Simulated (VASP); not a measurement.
All values below come from LDA (Ceperley-Alder, Perdew-Zunger), VASP's LDA PAW potentials (set 64) (plane waves; VASP).

Input for VASP

### KPOINTS
```
Automatic mesh
0
Gamma
12 12 9
0 0 0
```

**INCAR**
```
SYSTEM = CuAu
PREC = Accurate
ENCUT = 520
EDIFF = 1E-6
NELM = 100
ALGO = Normal
LREAL = .FALSE.
LASPH = .TRUE.
ISMEAR = 1
SIGMA = 0.1
LMAXMIX = 6
LWAVE = .FALSE.
LCHARG = .FALSE.
IBRION = 2
ISIF = 3
NSW = 60
EDIFFG = -0.01
```

File POSCAR:
```
CuAu
1.0
  2.8000000000   0.0000000000   0.0000000000
  0.0000000000   2.8000000000   0.0000000000
  0.0000000000   0.0000000000   3.6700000000
Cu Au
1 1
Cartesian
  0.0000000000   0.0000000000   0.0000000000
  1.4000000000   1.4000000000   1.8350000000
```

POTCAR, in this order: Cu Au (LDA.64 set). Program: vasp_std.

Problem. What will the output report for the number of irreducible k-points (NKPTS), largest plane-wave count, number of space-group operations, FFT grid (NGX, NGY, NGZ)?

Solution. 
The number of irreducible k-points (NKPTS) is 140. The largest plane-wave count is 797 and the number of space-group operations is 16. The FFT grid (NGX, NGY, NGZ) comes out as 24 × 24 × 28.

The compound is CuAu in the L1_0 structure. This run relaxes it. Symmetry was kept, so distortions that lower it aren't found.
